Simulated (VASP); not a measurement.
Input:

```yaml
crystal:
  lattice:
    - [4.24102, -2.28895, 0.01650]
    - [4.24102, 2.28895, 0.01650]
    - [2.99099, 0.00000, 3.77885]
  atoms:
    - { symbol: Bi, position: [0.23347, 0.23347, 0.23347] }
    - { symbol: Bi, position: [0.76653, 0.76653, 0.76653] }
```

Computed with optB88-vdW, VASP's PBE PAW potentials (set 64) (plane waves; VASP). Numerical set-up: 520 eV cut-off, Gaussian smearing of 0.050 eV, potentials Bi_d.

Unless said otherwise, spin-orbit coupling is left out, though it shifts the bands of the heavy elements here.

Task: Estimate the band gap (along the path) with the smallest direct gap where there is one.

Result: 
The band gap (along the path) comes out as none (metal, semimetal or under 0.01 eV).

Total energies compare only between runs with the same potentials, cut-off and functional.

The compound is Bi in the a7 structure. It was relaxed first.
